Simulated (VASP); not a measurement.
These are r2SCAN meta-GGA, VASP's PBE PAW potentials (set 64) (plane waves; VASP) values and carry that method's errors.

VASP input:

File POSCAR:
```
SnTe
1.0
  0.0000000000   3.6111450000   3.6111450000
  3.6111450000   0.0000000000   3.6111450000
  3.6111450000   3.6111450000   0.0000000000
Sn Te
1 1
Cartesian
  0.0000000000   0.0000000000   0.0000000000
  5.4167175000   5.4167175000   5.4167175000
```

KPOINTS:
```
Automatic
0
Gamma
 6 6 6
```

**INCAR**
```
! general
SYSTEM  = SnTe
PREC    = Accurate
ENCUT   = 400
LREAL   = .FALSE.
LASPH   = .TRUE.

! electronic loop
EDIFF   = 1E-6
NELM    = 100
ALGO    = Normal
LMAXMIX = 4
LMIXTAU = .TRUE.

! smearing
ISMEAR  = 0
SIGMA   = 0.05

! functional
METAGGA = R2SCAN

! ions
IBRION  = 2
NSW     = 60
ISIF    = 3
EDIFFG  = -0.01

! output
LWAVE   = .FALSE.
LCHARG  = .FALSE.
```

POTCAR, in this order: Sn_d Te (PBE.64 set). Program: vasp_std.

Output of the run:

File OUTCAR:
```
 ion  position               nearest neighbor table
   1  0.000  0.000  0.000-   2 3.13   2 3.13   2 3.13   2 3.13
   2  0.750  0.750  0.750-   1 3.13   1 3.13   1 3.13   1 3.13
  LATTYP: Found a face centered cubic cell.
 ALAT       =     7.2222900000
 Subroutine PRICEL returns:
 Original cell was already a primitive cell.
 Subroutine GETGRP returns: Found 24 space group operations
The static configuration has the point symmetry T_d .
The dynamic configuration has the point symmetry T_d .
 Subroutine INISYM returns: Found 24 space group operations
 Subroutine IBZKPT returns following result:
 Found     16 irreducible k-points:

 Following reciprocal coordinates:
            Coordinates               Weight
  0.000000  0.000000  0.000000      1.000000
  0.166667  0.000000  0.000000      8.000000
  0.333333  0.000000  0.000000      8.000000
  0.500000  0.000000  0.000000      4.000000
  0.166667  0.166667  0.000000      6.000000
  0.333333  0.166667  0.000000     24.000000
  0.500000  0.166667  0.000000     24.000000
 -0.333333  0.166667  0.000000     24.000000
 -0.166667  0.166667  0.000000     12.000000
  0.333333  0.333333  0.000000      6.000000
  0.500000  0.333333  0.000000     24.000000
 -0.333333  0.333333  0.000000     12.000000
  0.500000  0.500000  0.000000      3.000000
  0.500000  0.333333  0.166667     24.000000
 -0.333333  0.333333  0.166667     24.000000
 -0.333333  0.500000  0.166667     12.000000
   k-points           NKPTS =     16   k-points in BZ     NKDIM =     16   number of bands    NBANDS=     14
   number of dos      NEDOS =    301   number of ions     NIONS =      2
   total plane-waves  NPLWV =  46656
   dimension x,y,z NGX =    36 NGY =   36 NGZ =   36
   dimension x,y,z NGXF=    72 NGYF=   72 NGZF=   72
   ions per type =               1   1
   PREC   = accura    normal or accurate (medium, high low for compatibility)
   ISTART =      0    job   : 0-new  1-cont  2-samecut
...
```

OSZICAR:
```
       N       E                     dE             d eps       ncg     rms          rms(c)
DAV:   1     0.637746393379E+02    0.63775E+02   -0.83940E+03   448   0.122E+03
DAV:   2    -0.437515127649E+02   -0.10753E+03   -0.10604E+03   490   0.298E+02
DAV:   3    -0.531019791567E+02   -0.93505E+01   -0.92715E+01   550   0.927E+01
DAV:   4    -0.533476999692E+02   -0.24572E+00   -0.24569E+00   504   0.168E+01
DAV:   5    -0.533578778272E+02   -0.10178E-01   -0.10178E-01   648   0.316E+00    0.414E+00
DAV:   6    -0.504762060605E+02    0.28817E+01   -0.87655E-01   448   0.155E+01    0.352E+00
DAV:   7    -0.497360392514E+02    0.74017E+00   -0.63549E-01   472   0.816E+00    0.940E-01
DAV:   8    -0.500409715775E+02   -0.30493E+00   -0.81862E-01   454   0.577E+00    0.716E-01
DAV:   9    -0.500185204326E+02    0.22451E-01   -0.54097E-02   460   0.210E+00    0.640E-01
DAV:  10    -0.500579616557E+02   -0.39441E-01   -0.69847E-03   526   0.934E-01    0.732E-01
DAV:  11    -0.500563618233E+02    0.15998E-02   -0.12229E-01   448   0.307E+00    0.338E-01
DAV:  12    -0.500609881054E+02   -0.46263E-02   -0.84451E-03   472   0.635E-01    0.309E-01
DAV:  13    -0.500613126814E+02   -0.32458E-03   -0.41907E-04   472   0.161E-01    0.393E-01
DAV:  14    -0.500516972387E+02    0.96154E-02   -0.90674E-03   448   0.102E+00    0.128E-01
DAV:  15    -0.500611255893E+02   -0.94284E-02   -0.67619E-03   448   0.749E-01    0.182E-01
DAV:  16    -0.500614104448E+02   -0.28486E-03   -0.71692E-04   460   0.207E-01    0.127E-01
DAV:  17    -0.500615784037E+02   -0.16796E-03   -0.27143E-04   478   0.141E-01    0.584E-02
DAV:  18    -0.500619762766E+02   -0.39787E-03   -0.34339E-04   460   0.179E-01    0.174E-02
DAV:  19    -0.500619883035E+02   -0.12027E-04   -0.80771E-05   472   0.786E-02    0.176E-02
DAV:  20    -0.500619875504E+02    0.75308E-06   -0.22090E-06   578   0.132E-02
   1 F= -.50061988E+02 E0= -.50061988E+02  d E =-.500620E+02
       N       E                     dE             d eps       ncg     rms          rms(c)
DAV:   1    -0.501731425292E+02   -0.11115E+00   -0.25078E+00   544   0.245E+01    0.193E+00
DAV:   2    -0.500869809123E+02    0.86162E-01   -0.15906E-01   538   0.642E+00    0.816E-01
DAV:   3    -0.500625337089E+02    0.24447E-01   -0.64877E-02   526   0.394E+00    0.170E-01
DAV:   4    -0.500626940470E+02   -0.16034E-03   -0.16063E-02   448   0.105E+00    0.905E-02
DAV:   5    -0.500645934524E+02   -0.18994E-02   -0.81005E-03   448   0.699E-01    0.576E-02
DAV:   6    -0.500657237000E+02   -0.11302E-02   -0.10038E-03   460   0.226E-01    0.323E-02
DAV:   7    -0.500657795385E+02   -0.55839E-04   -0.16668E-04   580   0.890E-02    0.155E-02
DAV:   8    -0.500656690861E+02    0.11045E-03   -0.89137E-05   460   0.101E-01    0.974E-03
DAV:   9    -0.500657589541E+02   -0.89868E-04   -0.94212E-05   448   0.102E-01    0.178E-03
DAV:  10    -0.500657869207E+02   -0.27967E-04   -0.83831E-06   448   0.321E-02    0.170E-03
DAV:  11    -0.500657814404E+02    0.54803E-05   -0.14244E-06   332   0.156E-02    0.926E-04
DAV:  12    -0.500657876651E+02   -0.62247E-05   -0.10024E-06   332   0.150E-02    0.351E-04
DAV:  13    -0.500657876554E+02    0.96989E-08   -0.81537E-08   242   0.425E-03
   2 F= -.50065788E+02 E0= -.50065787E+02  d E =-.380010E-02
       N       E                     dE             d eps       ncg     rms          rms(c)
DAV:   1    -0.500682495032E+02   -0.24618E-02   -0.56893E-02   544   0.383E+00    0.285E-01
DAV:   2    -0.500663798669E+02    0.18696E-02   -0.33903E-03   538   0.933E-01    0.121E-01
DAV:   3    -0.500658366342E+02    0.54323E-03   -0.14555E-03   546   0.593E-01    0.247E-02
DAV:   4    -0.500658487628E+02   -0.12129E-04   -0.30237E-04   448   0.146E-01    0.139E-02
DAV:   5    -0.500658586132E+02   -0.98505E-05   -0.16783E-04   448   0.102E-01    0.818E-03
DAV:   6    -0.500658907148E+02   -0.32102E-04   -0.30841E-05   460   0.395E-02    0.491E-03
DAV:   7    -0.500658912397E+02   -0.52483E-06   -0.31663E-06   424   0.126E-02
   3 F= -.50065891E+02 E0= -.50065891E+02  d E =-.390369E-02
```

### OUTCAR
```
------------------------ aborting loop because EDIFF is reached ----------------------------------------
  FORCE on cell =-STRESS in cart. coord.  units (eV):
  Direction    XX          YY          ZZ          XY          YZ          ZX
  --------------------------------------------------------------------------------------
  Total       -0.0008981     -0.0008981     -0.0008981      0.0000000      0.0000000     -0.0000000
  in kB       -0.0156208     -0.0156208     -0.0156208      0.0000000      0.0000000     -0.0000000
  external PRESSURE =      -0.0156208 kB  Pullay stress =       0.0000000 kB
  volume of cell :       92.11
      direct lattice vectors                 reciprocal lattice vectors
    -0.000000000  3.584497649  3.584497649    -0.139489560  0.139489560  0.139489560
     3.584497649 -0.000000000  3.584497649     0.139489560 -0.139489560  0.139489560
     3.584497649  3.584497649  0.000000000     0.139489560  0.139489560 -0.139489560
 POSITION                                       TOTAL-FORCE (eV/Angst)
 -----------------------------------------------------------------------------------
      0.00000     -0.00000      0.00000         0.000000      0.000000      0.000000
      5.37675      5.37675      5.37675        -0.000000     -0.000000     -0.000000
 -----------------------------------------------------------------------------------
    total drift:                               -0.000003     -0.000003     -0.000003
  FREE ENERGIE OF THE ION-ELECTRON SYSTEM (eV)
  ---------------------------------------------------
  free  energy   TOTEN  =       -50.0658912397 eV

  energy  without entropy=      -50.0658910021  energy(sigma->0) =      -50.06589112

 reached required accuracy - stopping structural energy minimisation
```
(Selected blocks of OUTCAR.)

**CONTCAR**
```
SnTe
   1.00000000000000
    -0.0000000000000000    3.5844976494085716    3.5844976494085716
     3.5844976494085716   -0.0000000000000000    3.5844976494085716
     3.5844976494085716    3.5844976494085716    0.0000000000000000
  Sn              Te
     1     1
Direct
     0.0000000000000000    0.0000000000000000    0.0000000000000000
     0.7500000000000000    0.7500000000000000    0.7500000000000000
```

Energy and stress use the plane-wave basis of the starting cell.

The structure comes from a computed database's SnTe entry (F-43m); how it stands against other phases isn't given here. This run relaxes it. Symmetry was kept, so distortions that lower it aren't found.
